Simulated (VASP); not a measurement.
Output of a VASP run:

OSZICAR:
```
...
DAV:   1    -0.115569569271E+02   -0.11238E-02   -0.27164E-02   624   0.986E-01    0.124E-01
DAV:   2    -0.115564101550E+02    0.54677E-03   -0.89069E-04   639   0.196E-01    0.672E-02
DAV:   3    -0.115562292214E+02    0.18093E-03   -0.64514E-04   664   0.145E-01    0.178E-02
DAV:   4    -0.115562299360E+02   -0.71469E-06   -0.14101E-05   669   0.273E-02    0.109E-02
DAV:   5    -0.115562302311E+02   -0.29509E-06   -0.25844E-06   646   0.110E-02
   4 F= -.11556230E+02 E0= -.11556230E+02  d E =-.396956E-03
       N       E                     dE             d eps       ncg     rms          rms(c)
DAV:   1    -0.115568303857E+02   -0.60045E-03   -0.17148E-02   624   0.784E-01    0.983E-02
DAV:   2    -0.115564856916E+02    0.34469E-03   -0.56178E-04   639   0.156E-01    0.533E-02
DAV:   3    -0.115563716749E+02    0.11402E-03   -0.40696E-04   664   0.115E-01    0.142E-02
DAV:   4    -0.115563721794E+02   -0.50452E-06   -0.89559E-06   669   0.218E-02
   5 F= -.11556372E+02 E0= -.11556372E+02  d E =-.538904E-03
       N       E                     dE             d eps       ncg     rms          rms(c)
DAV:   1    -0.115580239303E+02   -0.16523E-02   -0.68297E-02   624   0.157E+00    0.196E-01
DAV:   2    -0.115566491461E+02    0.13748E-02   -0.22482E-03   649   0.312E-01    0.106E-01
DAV:   3    -0.115561924166E+02    0.45673E-03   -0.16189E-03   654   0.230E-01    0.284E-02
DAV:   4    -0.115561939091E+02   -0.14925E-05   -0.35785E-05   684   0.436E-02    0.175E-02
DAV:   5    -0.115561945011E+02   -0.59202E-06   -0.64875E-06   694   0.173E-02
   6 F= -.11556195E+02 E0= -.11556195E+02  d E =-.361226E-03
       N       E                     dE             d eps       ncg     rms          rms(c)
DAV:   1    -0.115574839558E+02   -0.12900E-02   -0.40421E-02   624   0.120E+00    0.151E-01
DAV:   2    -0.115566621847E+02    0.82177E-03   -0.13329E-03   639   0.240E-01    0.821E-02
DAV:   3    -0.115563860246E+02    0.27616E-03   -0.96846E-04   664   0.178E-01    0.217E-02
DAV:   4    -0.115563860515E+02   -0.26890E-07   -0.20999E-05   674   0.334E-02    0.132E-02
DAV:   5    -0.115563861090E+02   -0.57555E-07   -0.38173E-06   679   0.133E-02
   7 F= -.11556386E+02 E0= -.11556386E+02  d E =-.552834E-03
       N       E                     dE             d eps       ncg     rms          rms(c)
DAV:   1    -0.115564977185E+02   -0.11167E-03   -0.37605E-03   624   0.374E-01    0.372E-02
DAV:   2    -0.115564791807E+02    0.18538E-04   -0.15792E-04   694   0.869E-02    0.175E-02
DAV:   3    -0.115564679613E+02    0.11219E-04   -0.19178E-05   679   0.254E-02    0.696E-03
DAV:   4    -0.115564667411E+02    0.12201E-05   -0.40134E-06   634   0.118E-02    0.280E-03
DAV:   5    -0.115564667431E+02   -0.19509E-08   -0.98897E-08   312   0.243E-03
   8 F= -.11556467E+02 E0= -.11556467E+02  d E =-.806341E-04
       N       E                     dE             d eps       ncg     rms          rms(c)
DAV:   1    -0.115569223394E+02   -0.45560E-03   -0.34038E-02   624   0.113E+00    0.109E-01
DAV:   2    -0.115567562672E+02    0.16607E-03   -0.14303E-03   694   0.262E-01    0.525E-02
DAV:   3    -0.115566561512E+02    0.10012E-03   -0.17398E-04   679   0.768E-02    0.212E-02
DAV:   4    -0.115566456131E+02    0.10538E-04   -0.35885E-05   694   0.355E-02    0.863E-03
DAV:   5    -0.115566457333E+02   -0.12027E-06   -0.90140E-07   337   0.736E-03
   9 F= -.11556646E+02 E0= -.11556646E+02  d E =-.259624E-03
```

**OUTCAR**
```
------------------------ aborting loop because EDIFF is reached ----------------------------------------
  FORCE on cell =-STRESS in cart. coord.  units (eV):
  Direction    XX          YY          ZZ          XY          YZ          ZX
  --------------------------------------------------------------------------------------
  Total        0.0029008      0.0029008     -0.0135387      0.0000000      0.0000000      0.0000000
  in kB        0.0640334      0.0640334     -0.2988532      0.0000000      0.0000000      0.0000000
  external PRESSURE =      -0.0569288 kB  Pullay stress =       0.0000000 kB
  volume of cell :       72.58
      direct lattice vectors                 reciprocal lattice vectors
     2.021642966 -3.501588321 -0.000000000     0.247323592 -0.142792343  0.000000000
     2.021642966  3.501588321  0.000000000     0.247323592  0.142792343 -0.000000000
     0.000000000  0.000000000  5.126589841     0.000000000 -0.000000000  0.195061441
 POSITION                                       TOTAL-FORCE (eV/Angst)
 -----------------------------------------------------------------------------------
      0.50201      0.86950      3.41773         0.009266      0.016049     -0.000000
      3.03927      0.00000      0.00000        -0.018532      0.000000     -0.000000
      0.50201     -0.86950      1.70886         0.009266     -0.016049      0.000000
 -----------------------------------------------------------------------------------
    total drift:                               -0.000230     -0.000431      0.000012
  FREE ENERGIE OF THE ION-ELECTRON SYSTEM (eV)
  ---------------------------------------------------
  free  energy   TOTEN  =       -11.5566457333 eV

  energy  without entropy=      -11.5566457333  energy(sigma->0) =      -11.55664573

 reached required accuracy - stopping structural energy minimisation
```
(Selected blocks of OUTCAR.)

POSCAR:
```
Se
1
    2.0424328547    -3.5375974637    -0.0000000000
    2.0424328547     3.5375974637     0.0000000000
    0.0000000000     0.0000000000     5.0746580237
Se
3
Direct
  1.0000000000   0.2470480920   0.6666670000
  0.7529519080   0.7529519080   1.0000000000
  0.2470480920   1.0000000000   0.3333330000
```

Question: Write an INCAR and KPOINTS that could have produced this output.

Answer: This is not unique; one that fits is the input of the run itself, PBEsol GGA, plane waves, VASP's PBE PAW potentials (set 64).

**INCAR**
```
ISMEAR = 0   # Gaussian
ENCUT = 400
ISIF = 3
IBRION = 2   # conjugate gradients
SIGMA = 0.05   # width (eV)
EDIFFG = -0.02
PREC = Accurate
LREAL = .FALSE.
SYSTEM = Se
NSW = 60   # most ionic steps
GGA = PS   # PBEsol
ALGO = Normal   # blocked Davidson
LMAXMIX = 4
LCHARG = .FALSE.
LASPH = .TRUE.
EDIFF = 1E-6
LWAVE = .FALSE.
NELM = 100
```

**KPOINTS**
```
Automatic
0
Gamma
6 6 4
```

POTCAR, in this order: Se (PBE.64 set). Program: vasp_std.

Without a dispersion term in the relaxation, distances and binding between the weakly bound layers, chains or molecules are unreliable, and so is what depends on them.

The compound is Se in the trig structure. This run relaxes it. Symmetry was kept, so distortions that lower it aren't found. The start is the result of an earlier pass.
